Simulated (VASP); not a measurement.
Here is a VASP 6.6.1 calculation.

Contents of INCAR:

```
SYSTEM = Cu
  PREC = Accurate
  ENCUT = 520
  EDIFF = 1E-7
  ISMEAR = 1
  SIGMA = 0.1
  LREAL = .False.
  LASPH = .True.
  NELM = 80
  ALGO = Normal
  ISIF = 2
  LWAVE = .False.
  LCHARG = .False.
  LDIPOL = .True.
  IDIPOL = 3
  DIPOL = 0.5 0.5 0.500
  LVHAR = .True.
  LVACPOTAV = .True.
  ICORELEVEL = 1
  KPAR = 4
```

File KPOINTS:

```
regular mesh
0
Gamma
  18 18 1
  0 0 0
```

Contents of POSCAR:

```
Cu
1.0
    2.4924085700      0.0000000000      0.0000000000
   -1.2462042800      2.1584891400      0.0000000000
    0.0000000000      0.0000000000     27.2102584400
Cu
7
Direct
    0.6666666700      0.3333333300      0.2756313400
    0.3333333300      0.6666666700      0.3504208900
    0.0000000000      0.0000000000      0.4252104500
    0.6666666700      0.3333333300      0.5000000000
    0.3333333300      0.6666666700      0.5747895500
    0.0000000000      0.0000000000      0.6495791100
    0.6666666700      0.3333333300      0.7243686600
```

Potentials or basis: VASP PAW LDA potentials, release 64 (Cu).

Run with:

```sh
$ cat potpaw_LDA.64/Cu/POTCAR > POTCAR
$ mpirun -np 4 vasp_std > vasp.out
```

Question: Predict the work function of the lower face.

Answer: 5.22 eV.

Question: Estimate the largest force.

Answer: 0.102 eV/Å.

Question: Predict the work function of the upper face.

Answer: 5.22 eV.

Forces on the atoms (eV/Å):
```
Cu   0.000  0.000  0.102
Cu   0.000  0.000 -0.046
Cu   0.000  0.000 -0.030
Cu   0.000  0.000  0.000
Cu   0.000  0.000  0.030
Cu   0.000  0.000  0.046
Cu   0.000  0.000 -0.102
```
